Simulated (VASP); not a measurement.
Method: PBEsol GGA, VASP's PBE PAW potentials (set 64) (plane waves; VASP).

The input files of a VASP run:

File KPOINTS:
```
Automatic mesh
0
Gamma
9 9 9
0 0 0
```

POSCAR:
```
LiMgBN2
1.0
 -1.8892809843   1.8892809843   4.4183144527
  1.8892809843  -1.8892809843   4.4183144527
  1.8892809843   1.8892809843  -4.4183144527
Li Mg B N
1 1 1 2
Cartesian
  1.8892809843   0.0000000000   2.2091572263
  0.0000000000   1.8892809843   2.2091572263
  0.0000000000   0.0000000000   4.4183144527
  1.8892809843   1.8892809843   1.3427952684
  1.8892809843   1.8892809843  -1.3427952684
```

INCAR:
```
SYSTEM = LiMgBN2
PREC = Accurate
ENCUT = 520
EDIFF = 1E-7
NELM = 100
ALGO = Normal
LREAL = .FALSE.
LASPH = .TRUE.
ISMEAR = -5
GGA = PS
LWAVE = .FALSE.
LCHARG = .TRUE.
LORBIT = 11
NEDOS = 601
ISIF = 2
LEFG = .TRUE.
```

POTCAR, in this order: Li_sv Mg B N (PBE.64 set). Program: vasp_std.

What VASP printed:

**OSZICAR**
```
       N       E                     dE             d eps       ncg     rms          rms(c)
DAV:   1     0.873030786522E+02    0.87303E+02   -0.85172E+03  1958   0.129E+03
DAV:   2    -0.283046791517E+02   -0.11561E+03   -0.11117E+03  2620   0.268E+02
DAV:   3    -0.382845823170E+02   -0.99799E+01   -0.99520E+01  3263   0.808E+01
DAV:   4    -0.387286754509E+02   -0.44409E+00   -0.44381E+00  2893   0.123E+01
DAV:   5    -0.387397454228E+02   -0.11070E-01   -0.11070E-01  2862   0.201E+00    0.127E+01
DAV:   6    -0.330481784152E+02    0.56916E+01   -0.20848E+01  1965   0.303E+01    0.493E+00
DAV:   7    -0.328010625150E+02    0.24712E+00   -0.73804E-01  2809   0.690E+00    0.316E+00
DAV:   8    -0.326841691853E+02    0.11689E+00   -0.31228E-01  2440   0.459E+00    0.500E-01
DAV:   9    -0.326819056572E+02    0.22635E-02   -0.31889E-02  2463   0.151E+00    0.288E-01
DAV:  10    -0.326844121099E+02   -0.25065E-02   -0.46716E-03  2090   0.636E-01    0.147E-01
DAV:  11    -0.326854252772E+02   -0.10132E-02   -0.76205E-04  2121   0.203E-01    0.654E-02
DAV:  12    -0.326856191552E+02   -0.19388E-03   -0.34386E-04  2140   0.129E-01    0.167E-02
DAV:  13    -0.326856481647E+02   -0.29009E-04   -0.51047E-05  2202   0.546E-02    0.573E-03
DAV:  14    -0.326856489679E+02   -0.80320E-06   -0.30469E-06  2520   0.142E-02    0.232E-03
DAV:  15    -0.326856490296E+02   -0.61702E-07   -0.76861E-07  2303   0.596E-03
   1 F= -.32685649E+02 E0= -.32685649E+02  d E =0.000000E+00
```

File OUTCAR:
```
------------------------ aborting loop because EDIFF is reached ----------------------------------------
  FORCE on cell =-STRESS in cart. coord.  units (eV):
  Direction    XX          YY          ZZ          XY          YZ          ZX
  --------------------------------------------------------------------------------------
  Total        0.0030007      0.0030007      0.0536274      0.0000000      0.0000000      0.0000000
  in kB        0.0762128      0.0762128      1.3620321      0.0000000      0.0000000      0.0000000
  external PRESSURE =       0.5048192 kB  Pullay stress =       0.0000000 kB
  volume of cell :       63.08
      direct lattice vectors                 reciprocal lattice vectors
    -1.889280984  1.889280984  4.418314453     0.000000000  0.264650946  0.113165327
     1.889280984 -1.889280984  4.418314453     0.264650946  0.000000000  0.113165327
     1.889280984  1.889280984 -4.418314453     0.264650946  0.264650946  0.000000000
 POSITION                                       TOTAL-FORCE (eV/Angst)
 -----------------------------------------------------------------------------------
      1.88928      0.00000      2.20916        -0.000000     -0.000000     -0.000000
      0.00000      1.88928      2.20916        -0.000000     -0.000000      0.000000
      0.00000      0.00000      4.41831        -0.000000     -0.000000     -0.000000
      0.00000      0.00000      5.76111         0.000000      0.000000     -0.014422
      0.00000      0.00000      3.07552        -0.000000     -0.000000      0.014422
 -----------------------------------------------------------------------------------
    total drift:                               -0.000000      0.000000      0.000000
  FREE ENERGIE OF THE ION-ELECTRON SYSTEM (eV)
  ---------------------------------------------------
  free  energy   TOTEN  =       -32.6856490296 eV

  energy  without entropy=      -32.6856490296  energy(sigma->0) =      -32.68564903

 total charge

# of ion       s       p       d       tot
------------------------------------------
    1        2.030   0.080   0.000   2.110
    2        0.171   0.181   0.065   0.417
    3        0.813   1.405   0.000   2.218
    4        1.230   2.617   0.000   3.847
    5        1.230   2.617   0.000   3.847
--------------------------------------------------
tot          5.473   6.901   0.065  12.439

 Electric field gradients after diagonalization (V/A^2)
 (convention: |V_zz| > |V_xx| > |V_yy|)
----------------------------------------------------------------------
 ion       V_xx      V_yy      V_zz     asymmetry (V_yy - V_xx)/ V_zz
----------------------------------------------------------------------
   1      -0.200    -0.198     0.397       0.005
   2     -11.384   -11.384    22.769       0.000
   3      24.058    24.058   -48.115       0.000
   4       6.032     0.167    -6.198       0.946
   5       6.032     0.167    -6.198       0.946
```
(Selected blocks of OUTCAR.)

File OUTCAR:
```
 val. band max:        0.9098548189   @ k =  -0.4444   0.4444   0.4444

 cond. band min:       3.4735502556   @ k =   0.0000   0.0000   0.0000


 Fermi energy:         0.9402124719

 k-point     1 :       0.0000    0.0000    0.0000
  band No.  band energies     occupation
      1     -41.8311      2.00000
      2     -13.4127      2.00000
      3     -12.3509      2.00000
      4      -3.8514      2.00000
      5      -1.5563      2.00000
      6      -1.1867      2.00000
      7      -1.1867      2.00000
      8      -0.4718      2.00000
      9      -0.4718      2.00000
     10       3.4736      0.00000
     11       6.9354      0.00000
     12       8.8059      0.00000
     13       8.8059      0.00000

 k-point     2 :       0.1111    0.0000   -0.0000
  band No.  band energies     occupation
      1     -41.8310      2.00000
      2     -13.3792      2.00000
      3     -12.3661      2.00000
      4      -3.8217      2.00000
      5      -1.7759      2.00000
      6      -1.3637      2.00000
      7      -1.2451      2.00000
      8      -0.3643      2.00000
      9      -0.3576      2.00000
     10       3.7971      0.00000
     11       7.1103      0.00000
     12       8.3174      0.00000
     13       8.6948      0.00000

 k-point     3 :       0.2222    0.0000   -0.0000
  band No.  band energies     occupation
      1     -41.8307      2.00000
      2     -13.2884      2.00000
      3     -12.4089      2.00000
      4      -3.7546      2.00000
      5      -2.3405      2.00000
      6      -1.5445      2.00000
      7      -1.3430      2.00000
      8      -0.2479      2.00000
      9      -0.1156      2.00000
     10       4.5601      0.00000
     11       7.3477      0.00000
     12       7.9462      0.00000
     13       8.4386      0.00000

 k-point     4 :       0.3333    0.0000    0.0000
  band No.  band energies     occupation
      1     -41.8304      2.00000
      2     -13.1706      2.00000
      3     -12.4700      2.00000
...
```

The structure comes from a computed database's LiMgBN2 entry (I-4m2); how it stands against other phases isn't given here. It was relaxed first.
